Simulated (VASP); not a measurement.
# Mn3Zn (I4/mmm) in VASP: reference runs

Aim: a first look at Mn3Zn with PBE, on the cell as given.

All numbers are computed with VASP 6.6.1; they aren't measurements. Logs are shortened: lines on timing, memory, paths and dates and some standing lists are left out, and cuts for length are marked.

## (1) Starting point

It takes space group I4/mmm (No. 139, tetragonal). The conventional cell has a = 3.509 Å, b = 3.509 Å, c = 7.644 Å, α = 90.00°, β = 90.00°, γ = 90.00°. Zn (site symmetry 4/mmm) has 12 Mn at 2.48 to 2.59 Å as nearest neighbours. Around Mn (site symmetry 4/mmm) lie 4 Zn at 2.48 Å and 8 Mn at 2.59 Å. Around Mn (site symmetry -4m2) lie 8 Mn at 2.48 to 2.59 Å and 4 Zn at 2.59 Å.

The cell comes from a database or a generator and needn't be the stable form of this composition.

## (2) Single point, PBE, collinear spin, ferromagnetic start

INCAR

```
SYSTEM = Mn3Zn
PREC     = Accurate       ! precision mode
ENCUT    = 520            ! plane-wave cutoff, eV
EDIFF    = 1E-7           ! SCF threshold, eV
ISMEAR   = -1             ! smearing method
SIGMA    = 0.05           ! smearing width, eV
LREAL    = .FALSE.        ! projectors in reciprocal space
LASPH    = .TRUE.         ! aspherical terms in the spheres
NELM     = 100            ! most SCF steps
ALGO     = Normal         ! electronic algorithm
ISIF     = 2              ! what is computed and relaxed
LWAVE    = .FALSE.        ! write WAVECAR
LCHARG   = .FALSE.        ! write CHGCAR
ISPIN    = 2              ! spin polarisation
MAGMOM   = 0 4 4 4        ! initial moments
LORBIT   = 11             ! projections on sites
LMAXMIX  = 4              ! l up to which the mixer works
GGA      = PE             ! functional
NBANDS   = 38             ! bands
```

KPOINTS

```
Automatic mesh
0
G
  11 11 11
  0 0 0
```

POSCAR

```
Mn3Zn
1.0
   -1.7544100000      1.7544100000      3.8217990000
    1.7544100000     -1.7544100000      3.8217990000
    1.7544100000      1.7544100000     -3.8217990000
Zn Mn
1 3
Direct
    0.0000000000      0.0000000000      0.0000000000
    0.5000000000      0.5000000000      0.0000000000
    0.2500000000      0.7500000000      0.5000000000
    0.7500000000      0.2500000000      0.5000000000
```

Potentials or basis: VASP PAW PBE potentials, release 64 (Zn, Mn_pv).

Run with:

```console
$ cat potpaw_PBE.64/Zn/POTCAR potpaw_PBE.64/Mn_pv/POTCAR > POTCAR
$ mpirun -np 1 vasp_std > vasp.out
```

OUTCAR:

```text
SYSTEM = Mn3Zn
   PREC = Accurate
   ENCUT = 520
   EDIFF = 1E-7
   ISMEAR = -1
   LREAL = .FALSE.
   LASPH = .TRUE.
   NELM = 100
   ISIF = 2
   ISPIN = 2
   LORBIT = 11
   GGA = PE

 ion  position               nearest neighbor table
   1  0.000  0.000  0.000-   2 2.48   2 2.48   2 2.48   2 2.48   4 2.59   3 2.59   4 2.59   3 2.59
                             4 2.59   4 2.59   3 2.59   3 2.59
   2  0.500  0.500  0.000-   1 2.48   1 2.48   1 2.48   1 2.48   4 2.59   3 2.59   4 2.59   4 2.59
                             3 2.59   3 2.59   4 2.59   3 2.59
   3  0.250  0.750  0.500-   4 2.48   4 2.48   4 2.48   4 2.48   2 2.59   1 2.59   2 2.59   2 2.59
                             1 2.59   1 2.59   2 2.59   1 2.59
   4  0.750  0.250  0.500-   3 2.48   3 2.48   3 2.48   3 2.48   2 2.59   1 2.59   2 2.59   1 2.59
                             2 2.59   2 2.59   1 2.59   1 2.59

  LATTYP: Found a body centered tetragonal cell.
 ALAT       =     3.5088200000
 C/A-ratio  =     2.1783955860

  Lattice vectors:

 A1 = (  -1.7544100000,   1.7544100000,   3.8217990000)
 A2 = (   1.7544100000,  -1.7544100000,   3.8217990000)
 A3 = (   1.7544100000,   1.7544100000,  -3.8217990000)

Analysis of symmetry for initial positions (statically):
=====================================================================
 Subroutine PRICEL returns:
 Original cell was already a primitive cell.

 Routine SETGRP: Setting up the symmetry group for a
 body centered tetragonal supercell.

 Subroutine GETGRP returns: Found 16 space group operations
 (whereof 16 operations were pure point group operations)
 out of a pool of 16 trial point group operations.

The static configuration has the point symmetry D_4h.

Analysis of symmetry for dynamics (positions and initial velocities):
=====================================================================
 Subroutine PRICEL returns:
 Original cell was already a primitive cell.

 Routine SETGRP: Setting up the symmetry group for a
 body centered tetragonal supercell.

 Subroutine GETGRP returns: Found 16 space group operations
 (whereof 16 operations were pure point group operations)
 out of a pool of 16 trial point group operations.

The dynamic configuration has the point symmetry D_4h.

Analysis of structural, dynamic, and magnetic symmetry:
=====================================================================
 Subroutine PRICEL returns:
 Original cell was already a primitive cell.

 Routine SETGRP: Setting up the symmetry group for a
 body centered tetragonal supercell.

 Subroutine GETGRP returns: Found 16 space group operations
 (whereof 16 operations were pure point group operations)
 out of a pool of 16 trial point group operations.

The overall configuration has the point symmetry D_4h.

 Subroutine INISYM returns: Found 16 space group operations
 (whereof 16 operations are pure point group operations),
 and found     1 'primitive' translations

----------------------------------------------------------------------------------------

                                     Primitive cell

  volume of cell :      47.0533

  direct lattice vectors                    reciprocal lattice vectors
    -1.754410000  1.754410000  3.821799000     0.000000000  0.284996096  0.130828440
     1.754410000 -1.754410000  3.821799000     0.284996096  0.000000000  0.130828440
     1.754410000  1.754410000 -3.821799000     0.284996096  0.284996096  0.000000000

  length of vectors
     4.556539969  4.556539969  4.556539969     0.313590266  0.313590266  0.403045344

  position of ions in fractional coordinates (direct lattice)
     0.000000000  0.000000000  0.000000000
     0.500000000  0.500000000  0.000000000
     0.250000000  0.750000000  0.500000000
     0.750000000  0.250000000  0.500000000

  ion indices of the primitive-cell ions
   primitive index   ion index
                 1           1
                 2           2
                 3           3
                 4           4

----------------------------------------------------------------------------------------

 KPOINTS: Automatic mesh

Automatic generation of k-mesh.
 Grid dimensions read from file:
 generate k-points for:   11   11   11

 Generating k-lattice:

  Cartesian coordinates                     Fractional coordinates (reciprocal lattice)
     0.000000000  0.025908736  0.011893495     0.090909091  0.000000000 -0.000000000
     0.025908736  0.000000000  0.011893495     0.000000000  0.090909091 -0.000000000
     0.025908736  0.025908736  0.000000000     0.000000000  0.000000000  0.090909091

  Length of vectors
     0.028508206  0.028508206  0.036640486

  Shift w.r.t. Gamma in fractional coordinates (k-lattice)
     0.000000000  0.000000000  0.000000000

 Subroutine IBZKPT returns following result:
 ===========================================

 Found    126 irreducible k-points:

 Following reciprocal coordinates:
            Coordinates               Weight
  0.000000  0.000000  0.000000      1.000000
  0.090909 -0.000000  0.000000      8.000000
  0.181818 -0.000000  0.000000      8.000000
  0.272727 -0.000000  0.000000      8.000000
  0.363636 -0.000000  0.000000      8.000000
  0.454545 -0.000000  0.000000      8.000000
[... 16 lines left out ...]
 -0.272727  0.181818 -0.000000     16.000000
 -0.181818  0.181818  0.000000      4.000000
 [... further k-points ...]
   k-points           NKPTS =    126   k-points in BZ     NKDIM =    126   number of bands    NBANDS=     38
   number of dos      NEDOS =    301   number of ions     NIONS =      4
   total plane-waves  NPLWV =  46656
   dimension x,y,z NGX =    36 NGY =   36 NGZ =   36
   dimension x,y,z NGXF=    72 NGYF=   72 NGZF=   72
   ions per type =               1   3
   NGX,Y,Z   is equivalent  to a cutoff of  13.13, 13.13, 13.13 a.u.
   NGXF,Y,Z  is equivalent  to a cutoff of  26.27, 26.27, 26.27 a.u.
 SYSTEM =  Mn3Zn
   PREC   = accura    normal or accurate (medium, high low for compatibility)
   ISTART =      0    job   : 0-new  1-cont  2-samecut
   ICHARG =      2    charge: 1-file 2-atom 10-const
   ISPIN  =      2    spin polarized calculation?
   LNONCOLLINEAR =      F non collinear calculations
   LSORBIT =      F    spin-orbit coupling
   LASPH  =      T    aspherical Exc in radial PAW
   ENCUT  =  520.0 eV  38.22 Ry    6.18 a.u.   8.47  8.47  8.47*2*pi/ulx,y,z
   NELM   =    100;   NELMIN=  2; NELMDL= -5     # of ELM steps
   EDIFF  = 0.1E-06   stopping-criterion for ELM
   LREAL  =      F    real-space projection
   EDIFFG = 0.1E-05   stopping-criterion for IOM
   NSW    =      0    number of steps for IOM
   IBRION =     -1    ionic relax: 0-MD 1-quasi-New 2-CG
   NFREE  =      0    steps in history (QN), initial steepest desc. (CG)
   ISIF   =      2    stress and relaxation
   ISYM   =      2    0-nonsym 1-usesym 2-fastsym
   POTIM  = 0.5000    time-step for ionic-motion
   TEBEG  =    0.0;   TEEND  =   0.0 temperature during run
   PSTRESS=    0.0 pullay stress
   NELECT =      51.0000    total number of electrons
   NUPDOWN=      -1.0000    fix difference up-down
   EMIN   =  10.00;   EMAX   =-10.00  energy-range for DOS
   EFERMI =   0.00;   METHOD = LEGACY
   ISMEAR =    -1;   SIGMA  =   0.05  broadening in eV -4-tet -1-fermi 0-gaus
   EFERMI_NEDOS =   21; number of points for ismear=-14 and -15
   IALGO  =     38    algorithm
   IMIX   =      4    mixing-type and parameters
     AMIX     =   0.40;   BMIX     =  1.00
     AMIX_MAG =   1.60;   BMIX_MAG =  1.00
  volume/ion in A,a.u.               =      11.76        79.38
  Fermi-wavevector in a.u.,A,eV,Ry     =   1.681647  3.177852 38.476422  2.827937
  Thomas-Fermi vector in A             =   2.765167
   LORBIT       =     11    0 simple, 1 ext, 2 COOP (PROOUT), +10 PAW based schemes
   GGA     = PE    functional components
   LHFCALC =     F    Hartree Fock is set to
   AEXX    =    0.0000 exact exchange contribution
   IVDW    =     0    specifies the selected vdW correction
   LEPSILON=     F    determine dielectric tensor
   LRPA    =     F    only Hartree local field effects (RPA)
 spin polarized calculation
  energy-cutoff  :      520.00
  volume of cell :       47.05
 maximum number of plane-waves:      1307
 NGX is ok and might be reduce to    36
   NGX = 17   NGY = 17   NGZ = 17

 number of electron      51.0000000 magnetization      12.0000000

 number of electron      50.9999993 magnetization       3.6237981

 Free energy of the ion-electron system (eV)
  ---------------------------------------------------
  ext. energy  EPLUGINS =         0.00000000
  ---------------------------------------------------
  free energy    TOTEN  =       -27.26958208 eV

  energy without entropy =      -27.23195780  energy(sigma->0) =      -27.25076994

 E-fermi :   8.0001     XC(G=0): -13.3274

 val. band max:        7.9983932545   @ k =  -0.2727   0.2727   0.1818
 cond. band min:       8.0020238422   @ k =  -0.1818   0.2727   0.0909
 fundamental gap:      0.0036305877
 Fermi energy:         8.0000551299

 spin component 1

 k-point     1 :       0.0000    0.0000    0.0000
  band No.  band energies     occupation
      1     -40.5361      1.00000
      2     -40.5361      1.00000
      3     -40.5287      1.00000
      4     -40.5287      1.00000
      5     -40.5165      1.00000
      6     -40.3011      1.00000
[... 29 lines left out ...]
     36      16.1260      0.00000
     37      17.7766      0.00000

 k-point     2 :       0.0909   -0.0000    0.0000
  band No.  band energies     occupation
      1     -40.5467      1.00000
      2     -40.5434      1.00000
      3     -40.5295      1.00000
      4     -40.5147      1.00000
      5     -40.4972      1.00000
      6     -40.2997      1.00000
[... 29 lines left out ...]
     36      16.5799      0.00000
     37      17.8345      0.00000
[... 838 lines left out ...]
     36      16.1766      0.00000
     37      17.4744      0.00000

 k-point    24 :      -0.1818    0.1818    0.0000
  band No.  band energies     occupation
      1     -40.5734      1.00000
      2     -40.5582      1.00000
      3     -40.5393      1.00000
      4     -40.4609      1.00000
      5     -40.4205      1.00000
      6     -40.2953      1.00000
[... 29 lines left out ...]
     36      16.1317      0.00000
     37      18.5545      0.00000

 [... further k-points ...]

 spin component 2

 k-point     1 :       0.0000    0.0000    0.0000
  band No.  band energies     occupation
      1     -39.3208      1.00000
      2     -39.3208      1.00000
      3     -39.2934      1.00000
      4     -39.1214      1.00000
      5     -38.9877      1.00000
      6     -38.9877      1.00000
[... 29 lines left out ...]
     36      16.4478      0.00000
     37      18.1341      0.00000

 k-point     2 :       0.0909   -0.0000    0.0000
  band No.  band energies     occupation
      1     -39.3203      1.00000
      2     -39.3141      1.00000
      3     -39.2836      1.00000
      4     -39.1263      1.00000
      5     -38.9940      1.00000
      6     -38.9914      1.00000
[... 29 lines left out ...]
     36      16.9085      0.00000
     37      18.2323      0.00000
[... 838 lines left out ...]
     36      16.8128      0.00000
     37      17.9799      0.00000

 k-point    24 :      -0.1818    0.1818    0.0000
  band No.  band energies     occupation
      1     -39.3555      1.00000
      2     -39.2511      1.00000
      3     -39.2077      1.00000
      4     -39.1559      1.00000
      5     -39.0942      1.00000
      6     -38.9687      1.00000
[... 29 lines left out ...]
     36      16.8712      0.00000
     37      18.9652      0.00000

 [... further k-points ...]

 [bands above 37 left out]

------------------------ aborting loop because EDIFF is reached ----------------------------------------

  FORCE on cell =-STRESS in cart. coord.  units (eV):
  Direction    XX          YY          ZZ          XY          YZ          ZX
  --------------------------------------------------------------------------------------
  -------------------------------------------------------------------------------------
  Total       -0.2533135     -0.2533135     -0.3980514      0.0000000     -0.0000000      0.0000000
  in kB       -8.6253943     -8.6253943    -13.5537570      0.0000000     -0.0000000      0.0000000
  external PRESSURE =     -10.2681819 kB  Pullay stress =       0.0000000 kB

 VOLUME and BASIS-vectors are now :
 -----------------------------------------------------------------------------
  energy-cutoff  :      520.00
  volume of cell :       47.05
      direct lattice vectors                 reciprocal lattice vectors
    -1.754410000  1.754410000  3.821799000     0.000000000  0.284996096  0.130828440
     1.754410000 -1.754410000  3.821799000     0.284996096  0.000000000  0.130828440
     1.754410000  1.754410000 -3.821799000     0.284996096  0.284996096  0.000000000

 POSITION                                       TOTAL-FORCE (eV/Angst)
 -----------------------------------------------------------------------------------
      0.00000      0.00000      0.00000        -0.000000      0.000000     -0.000000
      0.00000      0.00000      3.82180        -0.000000      0.000000     -0.000000
      1.75441      0.00000      1.91090        -0.000000      0.000000     -0.000000
      0.00000      1.75441      1.91090         0.000000     -0.000000      0.000000
 -----------------------------------------------------------------------------------
    total drift:                               -0.000000      0.000000      0.000000

  FREE ENERGIE OF THE ION-ELECTRON SYSTEM (eV)
  ---------------------------------------------------
  free  energy   TOTEN  =       -27.2695820788 eV

  energy  without entropy=      -27.2319578044  energy(sigma->0) =      -27.25076994

 total charge

# of ion       s       p       d       tot
------------------------------------------
    1        0.663   0.696   9.730  11.090
    2        0.355   6.329   5.121  11.805
    3        0.375   6.317   5.125  11.817
    4        0.375   6.317   5.125  11.817
--------------------------------------------------
tot          1.768  19.660  25.101  46.528

 magnetization (x)

# of ion       s       p       d       tot
------------------------------------------
    1       -0.020  -0.041   0.025  -0.035
    2       -0.001   0.000   1.459   1.458
    3       -0.001  -0.012   1.108   1.095
    4       -0.001  -0.012   1.108   1.095
--------------------------------------------------
tot         -0.022  -0.064   3.700   3.614
```

It took 12 min on 1 thread of Intel Xeon Platinum 8488C (Sapphire Rapids), shared host; peak memory 0.47 GiB.

Results:

```
Free energy                                           : -27.2696 eV
Pressure                                              : -1.0 GPa
Band gap on the k mesh                                : none (metal or under the smearing width)
Net moment                                            : 3.62 μB per cell
Site moments                                          : Zn -0.04; Mn +1.46, +1.09 μB
Valence electrons inside the program's atomic spheres : Zn 11.09; Mn 11.80, 11.82
```
